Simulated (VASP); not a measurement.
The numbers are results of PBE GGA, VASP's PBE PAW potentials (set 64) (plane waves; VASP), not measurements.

VASP ran on this input.

### INCAR
```
SYSTEM=PtS2
PREC=Accurate; ENCUT=400; LREAL=.False.
LASPH=.True.; ICHARG=11
EDIFF=1E-7; NELM=100; ALGO=Normal
LMAXMIX=6
ISMEAR=0; SIGMA=0.05
GGA=PE
LWAVE=.False.; LCHARG=.False.; LORBIT=11
```

POSCAR:
```
PtS2
12.2793030
  0.1455050007  -0.2520220598   0.0000000000
  0.1455050007   0.2520220598   0.0000000000
  0.0000000000   0.0000000000   0.5000000150
Pt S
1 2
Direct
  0.0000000000   0.0000000000   0.0000000000
  0.3333330000   0.6666670000   0.1995896865
  0.6666670000   0.3333330000   0.8004103135
```

### KPOINTS
```
k-points along high-symmetry lines
10
Line-mode
Reciprocal
  0.000000   0.000000   0.000000 ! GAMMA
  0.500000  -0.000000   0.000000 ! M

  0.500000  -0.000000   0.000000 ! M
  0.333333   0.333333   0.000000 ! K

  0.333333   0.333333   0.000000 ! K
  0.000000   0.000000   0.000000 ! GAMMA

  0.000000   0.000000   0.000000 ! GAMMA
  0.000000   0.000000   0.500000 ! A

  0.000000   0.000000   0.500000 ! A
  0.500000  -0.000000   0.500000 ! L

  0.500000  -0.000000   0.500000 ! L
  0.333333   0.333333   0.500000 ! H

  0.333333   0.333333   0.500000 ! H
  0.000000   0.000000   0.500000 ! A

  0.500000  -0.000000   0.500000 ! L
  0.500000  -0.000000   0.000000 ! M

  0.333333   0.333333   0.500000 ! H
  0.333333   0.333333   0.000000 ! K
```

POTCAR, in this order: Pt S (PBE.64 set). Program: vasp_std. Read from the step before: CHGCAR.

The run wrote:

**OSZICAR**
```
       N       E                     dE             d eps       ncg     rms          rms(c)
DAV:   1     0.102921940627E+03    0.10292E+03   -0.88341E+03  2780   0.102E+03
DAV:   2    -0.110467070397E+02   -0.11397E+03   -0.11099E+03  3498   0.220E+02
DAV:   3    -0.154959089520E+02   -0.44492E+01   -0.44335E+01  3449   0.478E+01
DAV:   4    -0.155544724052E+02   -0.58563E-01   -0.58554E-01  3604   0.593E+00
DAV:   5    -0.155558175089E+02   -0.13451E-02   -0.13451E-02  3575   0.833E-01
DAV:   6    -0.155558711965E+02   -0.53688E-04   -0.53687E-04  3830   0.153E-01
DAV:   7    -0.155558727445E+02   -0.15479E-05   -0.15479E-05  3647   0.233E-02
DAV:   8    -0.155558728171E+02   -0.72617E-07   -0.72629E-07  3504   0.466E-03
   1 F= -.15555873E+02 E0= -.15555873E+02  d E =-.562636E-11
```

OUTCAR:
```
 val. band max:        3.7190402490   @ k =   0.1481   0.1481   0.0000

 cond. band min:       5.2469304362   @ k =   0.2222   0.0000   0.5000



 k-point     1 :       0.0000    0.0000    0.0000
  band No.  band energies     occupation
      1     -10.4900      2.00000
      2      -8.1898      2.00000
      3      -2.0182      2.00000
      4      -2.0182      2.00000
      5      -1.8236      2.00000
      6       0.6707      2.00000
      7       0.6707      2.00000
      8       2.5574      2.00000
      9       3.2438      2.00000
     10       3.2438      2.00000
     11       3.3907      2.00000
     12       6.6809      0.00000
     13       6.6809      0.00000
     14       9.0997      0.00000
     15       9.5515      0.00000

 k-point     2 :       0.0556    0.0000    0.0000
  band No.  band energies     occupation
      1     -10.4519      2.00000
      2      -8.2006      2.00000
      3      -2.0083      2.00000
      4      -1.9936      2.00000
      5      -1.7871      2.00000
      6       0.6138      2.00000
      7       0.6373      2.00000
      8       2.4073      2.00000
      9       3.2630      2.00000
     10       3.2808      2.00000
     11       3.4399      2.00000
     12       6.4845      0.00000
     13       6.6304      0.00000
     14       9.2510      0.00000
     15       9.7668      0.00000

 k-point     3 :       0.1111    0.0000    0.0000
  band No.  band energies     occupation
      1     -10.3396      2.00000
      2      -8.2318      2.00000
      3      -1.9775      2.00000
      4      -1.9232      2.00000
      5      -1.6788      2.00000
      6       0.4313      2.00000
      7       0.5525      2.00000
      8       2.0868      2.00000
      9       3.2970      2.00000
     10       3.3202      2.00000
     11       3.5564      2.00000
     12       6.0457      0.00000
     13       6.5084      0.00000
     14       9.6596      0.00000
     15      10.2217      0.00000

...
```

The density is held fixed in this step, so its total energy and stress have no physical meaning. Without a dispersion term in the relaxation, distances and binding between the weakly bound layers, chains or molecules are unreliable, and so is what depends on them. Unless said otherwise, spin-orbit coupling is left out, though it shifts the bands of the heavy elements here.

The compound is PtS2 in the 1T layered structure. It was relaxed first, which changed the volume by +24 %.
